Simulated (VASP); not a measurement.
VASP runs on VBi (space group R3m) share one base input (PBE GGA, plane waves, VASP's PBE PAW potentials (set 64)) and change the settings named in each case.

**INCAR**
```
SYSTEM = VBi
PREC = Accurate
ENCUT = 300
EDIFF = 1E-6
NELM = 100
ALGO = Normal
LREAL = .FALSE.
LASPH = .TRUE.
ISMEAR = -1
SIGMA = 0.1
GGA = PE
LMAXMIX = 4
LWAVE = .FALSE.
LCHARG = .FALSE.
ISIF = 2
ISPIN = 2
MAGMOM = 2.0 0.0
LORBIT = 11
```

### POSCAR
```
VBi
1.0
  2.1101530000   1.2182970000   3.6115170000
 -2.1101530000   1.2182970000   3.6115170000
  0.0000000000  -2.4365950000   3.6115170000
V Bi
1 1
direct
  0.7624000000   0.7624000000   0.7624000000
  0.2376000000   0.2376000000   0.2376000000
```

**KPOINTS**
```
Automatic mesh
0
Gamma
5 5 5
```

POTCAR, in this order: V_sv Bi_d (PBE.64 set). Program: vasp_std.

```json
[
 {"change": "base run", "E(σ→0) (eV/atom)": "-5.7362", "pressure (GPa)": "-6.86", "−TS (eV)": "-0.1295"},
 {"change": "GGA removed, POTCAR V_sv Bi_d (LDA.64 set)", "E(σ→0) (eV/atom)": "-6.2752", "pressure (GPa)": "-11.61", "−TS (eV)": "-0.1324"},
 {"change": "GGA_COMPAT = .FALSE., ISPIN removed, LNONCOLLINEAR = .TRUE., LSORBIT = .TRUE., MAGMOM = 0.0 0.0 2.0 0.0 0.0 0.0, program vasp_ncl", "E(σ→0) (eV/atom)": "-6.1298", "pressure (GPa)": "…", "−TS (eV)": "…"},
 {"change": "KPOINTS 4×4×4 Γ-centred mesh", "E(σ→0) (eV/atom)": "-5.7335", "pressure (GPa)": "…", "−TS (eV)": "…"}
]
```

Fill in the missing entries.

- KPOINTS 4×4×4 Γ-centred mesh, pressure (GPa): -6.92
- KPOINTS 4×4×4 Γ-centred mesh, −TS (eV): -0.1314
- GGA_COMPAT = .FALSE., ISPIN removed, LNONCOLLINEAR = .TRUE., LSORBIT = .TRUE., MAGMOM = 0.0 0.0 2.0 0.0 0.0 0.0, program vasp_ncl, pressure (GPa): -6.48
- GGA_COMPAT = .FALSE., ISPIN removed, LNONCOLLINEAR = .TRUE., LSORBIT = .TRUE., MAGMOM = 0.0 0.0 2.0 0.0 0.0 0.0, program vasp_ncl, −TS (eV): -0.1204

Energies of different potentials or functionals have different zeros.  Unless said otherwise, spin-orbit coupling is left out, though it shifts the bands of the heavy elements here. At 300 eV the pressure can carry a Pulay error.

Left out are runs that ran out of time, are held back, or changed the cell or the kind of run, fixed moments of cells without a moment, rows past the twelfth, gaps on odd meshes, pressures of charged cells and columns that move by less than the noise.

The structure was generated: VBi was put into an ordered model structure, which need not be its known phase. The cell was not relaxed at this level.
